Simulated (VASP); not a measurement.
VASP input:

POSCAR:
```
C
1.0
  0.0000000000   1.7554500000   1.7554500000
  1.7554500000   0.0000000000   1.7554500000
  1.7554500000   1.7554500000   0.0000000000
C
2
Direct
  0.5000000000   0.5000000000   0.5000000000
  0.7500000000   0.7500000000   0.7500000000
```

File KPOINTS:
```
Automatic mesh
0
Gamma
13 13 13
0 0 0
```

### INCAR
```
ALGO=Normal
EDIFF=1E-6
EDIFFG=-0.01
ENCUT=400
GGA=PE
IBRION=2
ISIF=3
ISMEAR=-1
LASPH=.True.
LCHARG=.False.
LREAL=.False.
LWAVE=.False.
NELM=100
NSW=50
PREC=Accurate
SIGMA=0.05
SYSTEM=C
```

POTCAR, in this order: C (PBE.64 set). Program: vasp_std.

Task: Translate this PBE calculation to Quantum ESPRESSO's pw.x.

Result: One equivalent input (not run):
```
&CONTROL
  calculation = 'vc-relax'
  pseudo_dir = './pseudo'
  outdir = './out'
  tprnfor = .true.
  tstress = .true.
  nstep = 50
  forc_conv_thr = 0.00039
/
&SYSTEM
  ibrav = 0
  nat = 2
  ntyp = 1
  ecutwfc = 82
  occupations = 'smearing'
  smearing = 'fermi-dirac'
  degauss = 0.003675
  input_dft = 'pbe'
/
&ELECTRONS
  conv_thr = 7.3e-08
  electron_maxstep = 100
/
&IONS
/
&CELL
/
ATOMIC_SPECIES
  C 12.011 C.upf
CELL_PARAMETERS angstrom
     0.0000000    1.7554500    1.7554500
     1.7554500    0.0000000    1.7554500
     1.7554500    1.7554500    0.0000000
ATOMIC_POSITIONS crystal
  C    0.5000000  0.5000000  0.5000000
  C    0.7500000  0.7500000  0.7500000
K_POINTS automatic
  13 13 13 0 0 0
```
The two are equivalent in intent, not identical: the potentials are each code's own (VASP's PAW set, PseudoDojo norm-conserving files in pw.x), so ENCUT and ecutwfc are chosen apart and not converted; conv_thr bounds pw.x's estimated SCF error, while EDIFF bounds the energy change between steps; forc_conv_thr acts on force components and is met together with etot_conv_thr.

The structure comes from a computed database's C entry; how it stands against other phases isn't given here. This run relaxes it. Symmetry was kept, so distortions that lower it aren't found. The run is one of a series of settings (EDIFFG = -0.01, IBRION = 2, ISIF = 3, NSW = 50 against the base run), some of them coarse on purpose.
